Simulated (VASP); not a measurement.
The input files of a VASP run:

### POSCAR
```
ScTa
1
    4.8331720000     0.0000000000     0.0000000000
    0.0000000000     3.1994140000     0.0000000000
    0.0000000000     0.0000000000     4.9345130000
Sc Ta
2 2
Direct
  0.7500000000   0.5000000000   0.3125000000
  0.2500000000   0.5000000000   0.6875000000
  0.7500000000   0.0000000000   0.8125000000
  0.2500000000   0.0000000000   0.1875000000
```

File KPOINTS:
```
Automatic mesh
0
Gamma
4 5 4
0 0 0
```

### INCAR
```
SYSTEM = ScTa
PREC = Accurate
ENCUT = 300
EDIFF = 1E-6
NELM = 100
ALGO = Normal
LREAL = .FALSE.
LASPH = .TRUE.
ISMEAR = 0
SIGMA = 0.1
GGA = PE
LMAXMIX = 6
LWAVE = .FALSE.
LCHARG = .FALSE.
ISIF = 2
LSORBIT = .TRUE.
LNONCOLLINEAR = .TRUE.
MAGMOM = 0.0 0.0 0.0 0.0 0.0 0.0 0.0 0.0 0.0 0.0 0.0 0.0
GGA_COMPAT = .FALSE.
LORBIT = 11
```

POTCAR, in this order: Sc_sv Ta_pv (PBE.64 set). Program: vasp_ncl.

Q: Write an equivalent input for Quantum ESPRESSO's pw.x.

A: One equivalent input (not run):
```
&CONTROL
  calculation = 'scf'
  pseudo_dir = './pseudo'
  outdir = './out'
  tprnfor = .true.
  tstress = .true.
/
&SYSTEM
  ibrav = 0
  nat = 4
  ntyp = 2
  ecutwfc = 78
  occupations = 'smearing'
  smearing = 'gaussian'
  degauss = 0.00735
  input_dft = 'pbe'
  noncolin = .true.
  lspinorb = .true.
/
&ELECTRONS
  conv_thr = 7.3e-08
  electron_maxstep = 100
/
ATOMIC_SPECIES
  Sc 44.956 Sc.upf
  Ta 180.948 Ta.upf
CELL_PARAMETERS angstrom
     4.8331720    0.0000000    0.0000000
     0.0000000    3.1994140    0.0000000
     0.0000000    0.0000000    4.9345130
ATOMIC_POSITIONS crystal
  Sc   0.7500000  0.5000000  0.3125000
  Sc   0.2500000  0.5000000  0.6875000
  Ta   0.7500000  0.0000000  0.8125000
  Ta   0.2500000  0.0000000  0.1875000
K_POINTS automatic
  4 5 4 0 0 0
```
The two are equivalent in intent, not identical: the potentials are each code's own (VASP's PAW set, PseudoDojo norm-conserving files, fully relativistic, in pw.x), so ENCUT and ecutwfc are chosen apart and not converted; conv_thr bounds pw.x's estimated SCF error, while EDIFF bounds the energy change between steps.

The structure was generated: ScTa was put into an ordered model structure, which need not be its known phase. The cell was not relaxed at this level. The k-mesh is coarse (spacing up to 0.39 per Å, 2π included), so the numbers may not be converged in it. The run is one of a series of settings (GGA_COMPAT = .FALSE., LNONCOLLINEAR = .TRUE., LSORBIT = .TRUE., MAGMOM = 0.0 0.0 0.0 0.0 0.0 0.0 0.0 0.0 0.0 0.0 0.0 0.0, program vasp_ncl against the base run), some of them coarse on purpose.
